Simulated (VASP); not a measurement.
Consider the following.

```
SnSi
1.0
    3.93177     0.00000     0.00000
   -1.96589     3.40501     0.00000
    0.00000     0.00000     6.56031
Si Sn
2 2
Direct
  0.00000   0.00000   0.00000
  0.00000   0.00000   0.50000
  0.33333   0.66667   0.25000
  0.66667   0.33333   0.75000
```

Calculation: PBEsol GGA, VASP's PBE PAW potentials (set 64) (plane waves; VASP). Numerical set-up: 400 eV cut-off, 10×10×5 Γ-centred mesh, tetrahedra with Blöchl corrections, potentials Si Sn_d.

The cores are frozen, which limits the accuracy of field gradients.

Give the principal components of the electric field gradient (V/Å²) and the asymmetry η at each nucleus.

| atom | Vxx | Vyy | Vzz | η |
|---|---|---|---|---|
| Si1 | -8.7 | -8.7 | 17.3 | 0.00 |
| Si2 | -8.7 | -8.7 | 17.3 | 0.00 |
| Sn3 | -2.5 | -2.5 | 5.0 | 0.00 |
| Sn4 | -2.5 | -2.5 | 5.0 | 0.00 |

The structure was generated: SiSn was put into the NiAs type type (P6_3/mmc), which need not be its known phase. It was relaxed first, which changed the volume by +15 %.
